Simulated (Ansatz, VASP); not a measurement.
# SiC (Moissanite) in two plane-wave programs, part 2 of 2

Wanted: the spread between two codes on one cell, functional and k mesh. The cell is taken from a series of runs on this material, whose earlier steps may have relaxed, scaled, displaced or heated it; both programs get it as it stands.

VASP 6.6.1 and Ansatz 0.2.0.

So far: Starting point; Ansatz: zone-centre phonons, LDA.

## (3) VASP: zone-centre phonons, LDA

Level of this step: LDA; plane waves and PAW (C, Si) (VASP).

The same cell, functional (in two slightly different forms), mesh and smearing now go to VASP, with its own data sets.

Lines of VASP's logs that name or quote its potential files are left out, and so is its time.

Input file INCAR:

```
SYSTEM = SiC
PREC = Accurate
ENCUT = 600
EDIFF = 1E-08
NELM = 120
ISMEAR = -1
SIGMA = 0.03
LREAL = .FALSE.
ALGO = Normal
GGA = PW92
NELECT = 15.991884
NBANDS = 13
LORBIT = 11
LWAVE = .FALSE.
LCHARG = .FALSE.
ISIF = 2
IBRION = 8
LASPH = .TRUE.
GGA_COMPAT = .FALSE.
KPAR = 2
```

Input file POSCAR:

```
SiC
1.0
    3.0564320057      0.0000000000      0.0000000000
   -1.5282160028      2.6469477619      0.0000000000
    0.0000000000      0.0000000000      5.0159470883
C Si
2 2
Direct
    0.3333333334      0.6666666668      0.3803490118
    0.6666666668      0.3333333334      0.8803490118
    0.3333333334      0.6666666668      0.0046509882
    0.6666666668      0.3333333334      0.5046509882
```

Input file KPOINTS:

```
Automatic mesh
0
Gamma
21 21 12
0 0 0
```

Potentials, in the order of the species: C and Si (LDA family, release 64).

Started as:

```sh
> mpirun -np 2 vasp_std
```

Numbers of over 12 decimals in the logs are rounded to 6 here.

Output:

```text
[banner, memory and clock lines left out]
running    2 mpi-ranks, on    1 nodes
 distrk:  each k-point on    1 cores,    2 groups
 distr:  one band on    1 cores,    1 groups

 POSCAR found type information on POSCAR C Si
 POSCAR found :  2 types and       4 ions
|                                                                             |
|               ----> ADVICE to this user running VASP <----                  |
|                                                                             |
|     You enforced a specific xc type in the INCAR file but a different       |
|     [... a line on the potential file left out ...]
|     I HOPE YOU KNOW WHAT YOU ARE DOING!                                     |
|                                                                             |

 LDA part: xc-table for (Slater(with rela. corr.)+PW92), standard interpolation
 POSCAR, INCAR and KPOINTS ok, starting setup
 FFT: planning ... GRIDC
 FFT: planning ... GRID_SOFT
 FFT: planning ... GRID
 WAVECAR not read
 entering main loop
       N       E                     dE             d eps       ncg     rms          rms(c)
DAV:   1     0.342040973824E+02    0.34204E+02   -0.75465E+03  8744   0.115E+03
DAV:   2    -0.343278113195E+02   -0.68532E+02   -0.62243E+02 12211   0.190E+02
DAV:   3    -0.375347596020E+02   -0.32069E+01   -0.31875E+01 11869   0.402E+01
DAV:   4    -0.375698672710E+02   -0.35108E-01   -0.35095E-01 10506   0.509E+00
DAV:   5    -0.375704046863E+02   -0.53742E-03   -0.53730E-03 11876   0.594E-01BRMIX: very serious problems
 the old and the new charge density differ
 old charge density:    16.00000 new   15.99188
BRMIX: very serious problems
 the old and the new charge density differ
 old charge density:    16.00000 new   15.99188
    0.131E+01
DAV:   6    -0.335470305790E+02    0.40234E+01   -0.10772E+01 11046   0.203E+01    0.604E+00
DAV:   7    -0.334128561626E+02    0.13417E+00   -0.10969E+00 11870   0.672E+00    0.245E+00
DAV:   8    -0.333746503938E+02    0.38206E-01   -0.62054E-02 10336   0.169E+00    0.690E-01
DAV:   9    -0.333699219230E+02    0.47285E-02   -0.82289E-03 10966   0.655E-01    0.123E-01
DAV:  10    -0.333699659329E+02   -0.44010E-04   -0.45700E-04 10916   0.160E-01    0.630E-02
DAV:  11    -0.333699682085E+02   -0.22756E-05   -0.15050E-05 11301   0.345E-02    0.187E-02
DAV:  12    -0.333699668660E+02    0.13425E-05   -0.23961E-06 10771   0.991E-03    0.544E-03
DAV:  13    -0.333699667176E+02    0.14839E-06   -0.91553E-07 11381   0.562E-03    0.147E-03
DAV:  14    -0.333699667171E+02    0.52569E-09   -0.33573E-08 10781   0.144E-03
   1 F= -.33369967E+02 E0= -.33369741E+02  d E =-.451252E-03
 Linear response reoptimize wavefunctions to high precision
DAV:   1    -0.333699667176E+02   -0.51182E-09   -0.68663E-10  8413   0.247E-04
DAV:   2    -0.333699667176E+02   -0.16371E-10   -0.63786E-11  6578   0.783E-05
 Linear response DOF=           4
 Linear response progress:
  Degree of freedom:   1/  4
       N       E                     dE             d eps       ncg     rms          rms(c)
RMM:   1    -0.127971873071E+00   -0.12797E+00    0.58694E-02147812   0.226E+00
RMM:   2    -0.124537001703E+00    0.34349E-02   -0.45373E-03111128   0.486E-01    0.215E-01
RMM:   3    -0.124491484262E+00    0.45517E-04   -0.12979E-03108577   0.224E-01    0.107E-01
RMM:   4    -0.125584791816E+00   -0.10933E-02   -0.11268E-03111313   0.191E-01    0.193E-02
RMM:   5    -0.125494377474E+00    0.90414E-04   -0.18271E-05120912   0.321E-02    0.350E-03
RMM:   6    -0.125537965021E+00   -0.43588E-04   -0.88673E-07126565   0.682E-03    0.928E-04
RMM:   7    -0.125531501908E+00    0.64631E-05    0.12640E-06128647   0.148E-03    0.306E-04
RMM:   8    -0.125532906828E+00   -0.14049E-05   -0.50423E-07129210   0.384E-04    0.561E-05
RMM:   9    -0.125532754756E+00    0.15207E-06    0.11906E-07130281   0.134E-04    0.101E-05
RMM:  10    -0.125532943394E+00   -0.18864E-06   -0.39690E-08130635   0.692E-05    0.593E-06
RMM:  11    -0.125532877158E+00    0.66236E-07   -0.50973E-09129058   0.475E-05    0.853E-07
RMM:  12    -0.125532891091E+00   -0.13933E-07   -0.33918E-09127177   0.381E-05    0.364E-07
RMM:  13    -0.125532886289E+00    0.48026E-08    0.13774E-09105642   0.353E-05    0.682E-08
 first order change of Fermi-energy  -0.15270E-04
 force on displaced ion       1 direction 1 : -19.608   0.001  -0.000
 Linear response progress:
  Degree of freedom:   2/  4
       N       E                     dE             d eps       ncg     rms          rms(c)
RMM:   1    -0.140484771782E+00   -0.14048E+00    0.83588E-02 28794   0.235E+00
RMM:   2    -0.135246899879E+00    0.52379E-02   -0.41509E-03 22373   0.512E-01    0.227E-01
RMM:   3    -0.134640328980E+00    0.60657E-03   -0.27794E-03 23103   0.275E-01    0.113E-01
RMM:   4    -0.135255123136E+00   -0.61479E-03   -0.61964E-04 23409   0.137E-01    0.395E-02
RMM:   5    -0.135445739858E+00   -0.19062E-03   -0.39269E-05 23336   0.393E-02    0.891E-03
RMM:   6    -0.135477581471E+00   -0.31842E-04    0.60054E-07 24671   0.888E-03    0.237E-03
RMM:   7    -0.135450761126E+00    0.26820E-04    0.10364E-06 23691   0.439E-03    0.779E-04
RMM:   8    -0.135456958210E+00   -0.61971E-05    0.22040E-07 25190   0.127E-03    0.187E-04
RMM:   9    -0.135457463181E+00   -0.50497E-06    0.10973E-07 25765   0.389E-04    0.883E-05
RMM:  10    -0.135456975599E+00    0.48758E-06    0.58299E-08 24577   0.200E-04    0.199E-05
RMM:  11    -0.135457008096E+00   -0.32497E-07   -0.68872E-08 26459   0.806E-05    0.499E-06
RMM:  12    -0.135456986261E+00    0.21835E-07    0.10099E-08 25645   0.438E-05    0.228E-06
RMM:  13    -0.135456984540E+00    0.17212E-08   -0.53455E-09 25249   0.360E-05    0.132E-06
 first order change of Fermi-energy  -0.11839E+01
 force on displaced ion       1 direction 3 :  -0.000  -0.000 -24.768
 Linear response progress:
  Degree of freedom:   3/  4
       N       E                     dE             d eps       ncg     rms          rms(c)
RMM:   1    -0.177657265326E-01   -0.17766E-01    0.47302E-04167591   0.105E+00
RMM:   2    -0.152008686787E-01    0.25649E-02   -0.11493E-03112784   0.267E-01    0.139E-01
RMM:   3    -0.151057975659E-01    0.95071E-04   -0.24838E-05118803   0.724E-02    0.791E-02
RMM:   4    -0.152024004967E-01   -0.96603E-04   -0.30621E-05114333   0.662E-02    0.942E-03
RMM:   5    -0.151882616471E-01    0.14139E-04   -0.11009E-05122216   0.129E-02    0.181E-03
RMM:   6    -0.151886766858E-01   -0.41504E-06   -0.77740E-08126650   0.169E-03    0.893E-04
RMM:   7    -0.151872195950E-01    0.14571E-05   -0.24717E-07128511   0.484E-04    0.764E-05
RMM:   8    -0.151871851811E-01    0.34414E-07   -0.69896E-08129176   0.105E-04    0.293E-05
RMM:   9    -0.151872081903E-01   -0.23009E-07   -0.99332E-09130843   0.468E-05    0.355E-06
RMM:  10    -0.151872053076E-01    0.28827E-08    0.24274E-09132250   0.245E-05    0.141E-06
 first order change of Fermi-energy  -0.36713E-05
 force on displaced ion       3 direction 1 : -19.883  -0.000  -0.000
 Linear response progress:
  Degree of freedom:   4/  4
       N       E                     dE             d eps       ncg     rms          rms(c)
RMM:   1    -0.347650605018E-01   -0.34765E-01    0.63604E-02 35992   0.161E+00
RMM:   2    -0.283678211404E-01    0.63972E-02   -0.31153E-03 22521   0.455E-01    0.161E-01
RMM:   3    -0.278658587793E-01    0.50196E-03   -0.30158E-04 23656   0.148E-01    0.843E-02
RMM:   4    -0.277276261316E-01    0.13823E-03    0.22350E-05 24203   0.771E-02    0.316E-02
RMM:   5    -0.277266066012E-01    0.10195E-05   -0.11981E-07 24593   0.281E-02    0.559E-03
RMM:   6    -0.277326712752E-01   -0.60647E-05    0.23360E-05 24078   0.853E-03    0.209E-03
RMM:   7    -0.277346799392E-01   -0.20087E-05   -0.36794E-06 24854   0.272E-03    0.528E-04
RMM:   8    -0.277350836902E-01   -0.40375E-06   -0.32033E-06 25395   0.987E-04    0.240E-04
RMM:   9    -0.277349654381E-01    0.11825E-06   -0.63492E-07 25291   0.336E-04    0.708E-05
RMM:  10    -0.277349790761E-01   -0.13638E-07    0.30531E-07 26227   0.128E-04    0.188E-05
RMM:  11    -0.277349803450E-01   -0.12689E-08    0.18994E-08 25733   0.471E-05    0.565E-06
 first order change of Fermi-energy   0.11839E+01
 force on displaced ion       3 direction 3 :  -0.000   0.000 -27.449
 Linear response finished
```

Parts of OUTCAR (step 3):

```text
NELECT = 15.991884

 ion  position               nearest neighbor table
   1  0.333  0.667  0.380-   4 1.87   4 1.87   4 1.87   3 1.88
   2  0.667  0.333  0.880-   3 1.87   3 1.87   3 1.87   4 1.88
   3  0.333  0.667  0.005-   2 1.87   2 1.87   2 1.87   1 1.88   4 3.07   4 3.07   4 3.07   4 3.07
                             4 3.07   4 3.07
   4  0.667  0.333  0.505-   1 1.87   1 1.87   1 1.87   2 1.88   3 3.07   3 3.07   3 3.07   3 3.07
                             3 3.07   3 3.07

  LATTYP: Found a hexagonal cell.
 ALAT       =     3.0564320057
 C/A-ratio  =     1.6411119498

 Subroutine GETGRP returns: Found 12 space group operations
 (whereof  6 operations were pure point group operations)

The static configuration has the point symmetry C_3v.
 The point group associated with its full space group is C_6v.

 Found    336 irreducible k-points:

   k-points           NKPTS =    336   k-points in BZ     NKDIM =    336   number of bands    NBANDS=     13

   dimension x,y,z NGX =    24 NGY =   24 NGZ =   40
   dimension x,y,z NGXF=    48 NGYF=   48 NGZF=   80

   ENCUT  =  600.0 eV  44.10 Ry    6.64 a.u.   6.10  6.10 10.02*2*pi/ulx,y,z

 k-points in reciprocal lattice and weights: Automatic mesh
   0.00000000  0.00000000  0.00000000       0.000
   0.04761905  0.00000000  0.00000000       0.001
   0.09523810  0.00000000  0.00000000       0.001
   0.14285714  0.00000000  0.00000000       0.001
   0.19047619  0.00000000  0.00000000       0.001
   0.23809524  0.00000000  0.00000000       0.001
   0.28571429  0.00000000  0.00000000       0.001
   0.33333333  0.00000000  0.00000000       0.001
   0.38095238  0.00000000  0.00000000       0.001
[...]
0.33333333  0.09523810  0.08333333       0.005
[...]
average (electrostatic) potential at core
       1 -48.7490       2 -48.7490       3 -81.6751       4 -81.6751

  Total       -0.1156505     -0.1156505     -0.0798148     -0.0000000      0.0000000      0.0000000
  in kB       -4.5660955     -4.5660955     -3.1512345     -0.0000000      0.0000000      0.0000000
  external PRESSURE =      -4.0944752 kB  Pullay stress =       0.0000000 kB

  energy-cutoff  :      600.00
  volume of cell :       40.58
      direct lattice vectors                 reciprocal lattice vectors
     3.056432006  0.000000000  0.000000000     0.327178880  0.188896814  0.000000000
    -1.528216003  2.646947762  0.000000000     0.000000000  0.377793629  0.000000000
     0.000000000  0.000000000  5.015947088     0.000000000  0.000000000  0.199364144

 POSITION                                       TOTAL-FORCE (eV/Angst)
 -----------------------------------------------------------------------------------
      0.00000      1.76463      1.90781         0.000000      0.000000      0.000468
      1.52822      0.88232      4.41578         0.000000      0.000000      0.000468
      0.00000      1.76463      0.02333        -0.000000      0.000000     -0.000468
      1.52822      0.88232      2.53130         0.000000     -0.000000     -0.000468
 -----------------------------------------------------------------------------------
    total drift:                               -0.000000     -0.000000     -0.000096

 Eigenvectors and eigenvalues of the dynamical matrix
 ----------------------------------------------------

   1 f  =   25.223559 THz   158.484292 2PiTHz  841.367347 cm-1   104.316209 meV
             X         Y         Z           dx          dy          dz
      0.000000  1.764632  1.907811     0.000000   -0.000000   -0.707098
      1.528216  0.882316  4.415784     0.000000   -0.000000    0.707098
      0.000000  1.764632  0.023329    -0.000000    0.000000   -0.003607
      1.528216  0.882316  2.531303    -0.000000    0.000000    0.003607

   2 f  =   23.851648 THz   149.864323 2PiTHz  795.605329 cm-1    98.642445 meV
             X         Y         Z           dx          dy          dz
      0.000000  1.764632  1.907811    -0.315273   -0.500820    0.000000
      1.528216  0.882316  4.415784    -0.315273   -0.500820    0.000000
      0.000000  1.764632  0.023329     0.206181    0.327524   -0.000000
      1.528216  0.882316  2.531303     0.206181    0.327524   -0.000000

   3 f  =   23.851648 THz   149.864323 2PiTHz  795.605329 cm-1    98.642445 meV
             X         Y         Z           dx          dy          dz
      0.000000  1.764632  1.907811     0.500820   -0.315273    0.000000
      1.528216  0.882316  4.415784     0.500820   -0.315273   -0.000000
      0.000000  1.764632  0.023329    -0.327524    0.206181    0.000000
      1.528216  0.882316  2.531303    -0.327524    0.206181   -0.000000

   4 f  =   23.038478 THz   144.755026 2PiTHz  768.480905 cm-1    95.279446 meV
             X         Y         Z           dx          dy          dz
      0.000000  1.764632  1.907811    -0.000000   -0.000000    0.591779
      1.528216  0.882316  4.415784     0.000000    0.000000    0.591779
      0.000000  1.764632  0.023329    -0.000000   -0.000000   -0.387037
      1.528216  0.882316  2.531303     0.000000    0.000000   -0.387037

   5 f  =   22.726566 THz   142.795223 2PiTHz  758.076631 cm-1    93.989481 meV
             X         Y         Z           dx          dy          dz
      0.000000  1.764632  1.907811     0.325024    0.516306    0.000000
      1.528216  0.882316  4.415784    -0.325024   -0.516306    0.000000
      0.000000  1.764632  0.023329     0.190443    0.302521   -0.000000
      1.528216  0.882316  2.531303    -0.190443   -0.302521   -0.000000

   6 f  =   22.726566 THz   142.795223 2PiTHz  758.076631 cm-1    93.989481 meV
             X         Y         Z           dx          dy          dz
      0.000000  1.764632  1.907811    -0.516306    0.325024   -0.000000
      1.528216  0.882316  4.415784     0.516306   -0.325024    0.000000
      0.000000  1.764632  0.023329    -0.302521    0.190443   -0.000000
      1.528216  0.882316  2.531303     0.302521   -0.190443   -0.000000

   7 f  =   17.852145 THz   112.168337 2PiTHz  595.483471 cm-1    73.830508 meV
             X         Y         Z           dx          dy          dz
      0.000000  1.764632  1.907811    -0.000000    0.000000   -0.003607
      1.528216  0.882316  4.415784     0.000000   -0.000000    0.003607
      0.000000  1.764632  0.023329     0.000000    0.000000    0.707098
      1.528216  0.882316  2.531303    -0.000000   -0.000000   -0.707098

   8 f  =    7.655250 THz    48.099352 2PiTHz  255.351641 cm-1    31.659554 meV
             X         Y         Z           dx          dy          dz
      0.000000  1.764632  1.907811     0.190451    0.302516    0.000000
      1.528216  0.882316  4.415784    -0.190451   -0.302516   -0.000000
      0.000000  1.764632  0.023329    -0.325039   -0.516297   -0.000000
      1.528216  0.882316  2.531303     0.325039    0.516297   -0.000000

   9 f  =    7.655250 THz    48.099352 2PiTHz  255.351641 cm-1    31.659554 meV
             X         Y         Z           dx          dy          dz
      0.000000  1.764632  1.907811     0.302516   -0.190451   -0.000000
      1.528216  0.882316  4.415784    -0.302516    0.190451    0.000000
      0.000000  1.764632  0.023329    -0.516297    0.325039    0.000000
      1.528216  0.882316  2.531303     0.516297   -0.325039    0.000000

  10 f/i=    0.000243 THz     0.001530 2PiTHz    0.008122 cm-1     0.001007 meV
             X         Y         Z           dx          dy          dz
      0.000000  1.764632  1.907811    -0.385246   -0.036988    0.000000
      1.528216  0.882316  4.415784    -0.385246   -0.036988    0.000000
      0.000000  1.764632  0.023329    -0.589083   -0.056559    0.000000
      1.528216  0.882316  2.531303    -0.589083   -0.056559    0.000000

  11 f/i=    0.000243 THz     0.001530 2PiTHz    0.008122 cm-1     0.001007 meV
             X         Y         Z           dx          dy          dz
      0.000000  1.764632  1.907811    -0.036988    0.385246    0.000000
      1.528216  0.882316  4.415784    -0.036988    0.385246    0.000000
      0.000000  1.764632  0.023329    -0.056559    0.589083    0.000000
      1.528216  0.882316  2.531303    -0.056559    0.589083    0.000000

  12 f/i=    0.000984 THz     0.006186 2PiTHz    0.032839 cm-1     0.004072 meV
             X         Y         Z           dx          dy          dz
      0.000000  1.764632  1.907811     0.000000   -0.000000    0.387037
      1.528216  0.882316  4.415784     0.000000   -0.000000    0.387037
      0.000000  1.764632  0.023329     0.000000   -0.000000    0.591779
      1.528216  0.882316  2.531303     0.000000   -0.000000    0.591779

 ELASTIC MODULI CONTR FROM IONIC RELAXATION (kBar)
 Direction    XX          YY          ZZ          XY          YZ          ZX
 --------------------------------------------------------------------------------
 XX        -550.3024    299.5473    239.4156     -0.0000     -0.0000     -0.0000
 YY         299.5473   -550.3024    239.4156     -0.0000      0.0000      0.0000
 ZZ         239.4156    239.4156   -457.1780      0.0000     -0.0000     -0.0000
 XY          -0.0000     -0.0000      0.0000   -424.9248     -0.0000      0.0000
 YZ          -0.0000      0.0000     -0.0000      0.0000   -140.0325     -0.0000
 ZX           0.0000     -0.0000     -0.0000      0.0000     -0.0000   -149.3923
 --------------------------------------------------------------------------------
```

## (4) Differences

Known differences besides the potentials themselves: the cutoff is 420 eV in Ansatz and 600 eV in VASP; VASP's log shows a relativistic correction to its local exchange, Ansatz's none. Total energies have different zeros and are not compared.

Both answers:

```tsv
quantity	Ansatz	VASP	difference
optical mode 1 to 2 (cm⁻¹)	255.1	255.4	-0.11 %
optical mode 3 (cm⁻¹)	596.2	595.5	+0.12 %
optical mode 4 to 5 (cm⁻¹)	758.2	758.1	+0.02 %
optical mode 6 (cm⁻¹)	768.8	768.5	+0.04 %
optical mode 7 to 8 (cm⁻¹)	795.9	795.6	+0.04 %
optical mode 9 (cm⁻¹)	840.8	841.4	-0.06 %
```

Modes are paired by rising frequency, not by their patterns, so a pair may set unlike modes beside each other; they are those without the splitting of longitudinal modes. The cell carries a charge of +0.008116 e against a uniform background, so its pressure also hangs on how the neutralising background is counted, and in a defect's cell a gap may be the spacing between its levels.

## (5) Results

```yaml
r_m_s_difference_of_the_optical_zone_centre_modes_each_program_s_sorted_by_frequency_zone_centre_phonons_lda: 0.38 cm⁻¹
```

The r.m.s. difference of the optical zone-centre modes, each program's sorted by frequency is 0.38 cm⁻¹ (zone-centre phonons, LDA). How closely two codes agree says nothing of how well the functional describes the real material.

[Lines on the potential files, build, host, timing and source positions are cut from VASP's logs without a mark.]

[Logs are printed without paths, hosts, clocks, repeated set-up lines and the standing remarks that a program may print on its own settings, such as how far it seeks lower states.]

[Hosts, paths, dates, database ids (printed as entryN), source tags and the programs' standing remarks are cut or masked in the printed files.]
